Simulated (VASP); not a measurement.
The system is SiO.

```
Si O
1.0
     0.00000    2.43364    2.43364
     2.43364    0.00000    2.43364
     2.43364    2.43364    0.00000
Si O
1 1
Cartesian
  3.6505 3.6505 3.6505
  0.0000 0.0000 0.0000
```

The cell was built by a generator and needn't be a form met in nature.

* Program: VASP 6.6.1
* Task: single point
* Functional: PBE
* Potentials or basis: VASP PAW PBE potentials, release 64 (Si, O)
* Cutoff: 520 eV
* k mesh: 9 × 9 × 9
* Occupations: fermi-dirac, width 0.05 eV
* Spin: no spin polarisation

On this cell: pressure 0.0 GPa; largest force zero by symmetry; band gap on the k mesh none (metal or under the smearing width).

The same run follows on a disturbed copy (atoms moved at random, drawn with an rms of 0.05 Å):

```xyz
2
Lattice="0.0000 2.4336 2.4336 2.4336 0.0000 2.4336 2.4336 2.4336 0.0000" Properties=species:S:1:pos:R:3 pbc="T T T"
Si    3.6479    3.6761    3.6457
O     0.0301   -0.0401   -0.0718
```

Problem. What changes?

Solution. The energy (extrapolated to zero smearing) moves by -3.9 meV/atom; pressure 0.1 GPa; largest force 0.157 eV/Å; band gap on the k mesh none (metal or under the smearing width).

Forces in eV/Å, atoms in the order of the input:
```
Si  -0.019  0.109  0.112
O    0.019 -0.109 -0.112
```

Stress tensor (GPa, compression positive):
```
-0.20 -0.32 -0.32
-0.32  0.18  0.18
-0.32  0.18  0.20
```

The energy falls, though the first cell shows no forces: that form is unstable against this distortion, unless noise or another electronic state is at work.
